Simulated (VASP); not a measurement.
```
CELL_PARAMETERS angstrom
     -1.60500     1.60500     3.92500
      1.60500    -1.60500     3.92500
      1.60500     1.60500    -3.92500
ATOMIC_POSITIONS crystal
  Si 0.66500 0.66500 0.00000
  Si 0.33500 0.33500 0.00000
  Mo 0.00000 0.00000 0.00000
```

Level of theory: PBE GGA, VASP's PBE PAW potentials (set 64) (plane waves; VASP). Run with 650 eV cut-off, 12×12×12 Γ-centred mesh, first-order Methfessel-Paxton smearing of 0.10 eV, potentials Si Mo_sv.

Question: Give the stress tensor in GPa (positive for a compressed cell).

Answer: 
```
1.49  0.00  0.00
0.00  1.49  0.00
0.00  0.00  2.05
```
The pressure is its mean diagonal, 1.68 GPa.

The compound is MoSi2 in the MoSi2 type structure. The cell was not relaxed at this level. The run is one of a series of settings (ENCUT = 650 against the base run), some of them coarse on purpose.
